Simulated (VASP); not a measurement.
Method: PBEsol GGA, VASP's PBE PAW potentials (set 64) (plane waves; VASP).

A VASP calculation is set up with these files.

### KPOINTS
```
Automatic mesh
0
Gamma
10 10 4
0 0 0
```

POSCAR:
```
BN
1.0
  1.2373614526  -2.1431737131   0.0000000000
  1.2373614526   2.1431737131   0.0000000000
  0.0000000000   0.0000000000   5.2729645903
B N
2 2
Cart
  1.2373614526   0.7143926665   1.3182411476
  1.2373614526  -0.7143926665   3.9547234427
  1.2373614526  -0.7143926665   1.3182411476
  1.2373614526   0.7143926665   3.9547234427
```

INCAR:
```
# general
SYSTEM  = BN
PREC    = Accurate
ENCUT   = 620
LREAL   = .FALSE.
LASPH   = .TRUE.

# electronic loop
EDIFF   = 1E-6
NELM    = 100
ALGO    = Normal

# smearing
ISMEAR  = 0
SIGMA   = 0.05

# functional
GGA     = PS

# ions
IBRION  = 2
NSW     = 40
ISIF    = 3
EDIFFG  = -0.02
PSTRESS = 200

# output
LWAVE   = .FALSE.
LCHARG  = .FALSE.
```

POTCAR, in this order: B N (PBE.64 set). Program: vasp_std.

Output of the run:

File OSZICAR:
```
       N       E                     dE             d eps       ncg     rms          rms(c)
DAV:   1     0.652905834586E+02    0.65291E+02   -0.97278E+03  1016   0.147E+03
DAV:   2    -0.354930204007E+02   -0.10078E+03   -0.91302E+02  1420   0.316E+02
DAV:   3    -0.394693848591E+02   -0.39764E+01   -0.39480E+01  1284   0.638E+01
DAV:   4    -0.394995383574E+02   -0.30153E-01   -0.30136E-01  1228   0.567E+00
DAV:   5    -0.394998632301E+02   -0.32487E-03   -0.32481E-03  1240   0.571E-01    0.113E+01
DAV:   6    -0.365497468058E+02    0.29501E+01   -0.69674E+00  1188   0.235E+01    0.519E+00
DAV:   7    -0.362614199189E+02    0.28833E+00   -0.51754E-01  1204   0.685E+00    0.307E+00
DAV:   8    -0.361940801724E+02    0.67340E-01   -0.17154E-01  1212   0.350E+00    0.323E-01
DAV:   9    -0.361918588612E+02    0.22213E-02   -0.81744E-03  1188   0.908E-01    0.170E-01
DAV:  10    -0.361920068983E+02   -0.14804E-03   -0.38514E-04  1236   0.197E-01    0.242E-02
DAV:  11    -0.361920155958E+02   -0.86974E-05   -0.52607E-05  1232   0.673E-02    0.167E-02
DAV:  12    -0.361920157843E+02   -0.18851E-06   -0.94583E-06  1240   0.288E-02
   1 F= -.32700948E+02 E0= -.32700948E+02  d E =-.327009E+02
```

OUTCAR:
```
------------------------ aborting loop because EDIFF is reached ----------------------------------------
  FORCE on cell =-STRESS in cart. coord.  units (eV):
  Direction    XX          YY          ZZ          XY          YZ          ZX
  --------------------------------------------------------------------------------------
  Total        3.5011261      3.5011288      3.4693366      0.0000000      0.0000000     -0.0000000
  in kB      200.5762601    200.5764117    198.7550689      0.0000000      0.0000000     -0.0000000
  external PRESSURE =      -0.0307531 kB  Pullay stress =     200.0000000 kB
  volume of cell :       27.97
      direct lattice vectors                 reciprocal lattice vectors
     1.237361453 -2.143173713  0.000000000     0.404085644 -0.233298867  0.000000000
     1.237361453  2.143173713  0.000000000     0.404085644  0.233298867  0.000000000
     0.000000000  0.000000000  5.272964590     0.000000000  0.000000000  0.189646637
  FREE ENERGIE OF THE ION-ELECTRON SYSTEM (eV)
  ---------------------------------------------------
  free  energy   TOTEN  =       -36.1920157843 eV

  energy  without entropy=      -36.1920157843  energy(sigma->0) =      -36.19201578
  enthalpy is  TOTEN    =       -32.7009484930 eV   P V=        3.4910672913

 reached required accuracy - stopping structural energy minimisation
```
(Selected blocks of OUTCAR.)

Without a dispersion term in the relaxation, distances and binding between the weakly bound layers, chains or molecules are unreliable, and so is what depends on them.

The compound is BN in the hex structure. It was relaxed first under an external pressure of 20 GPa.
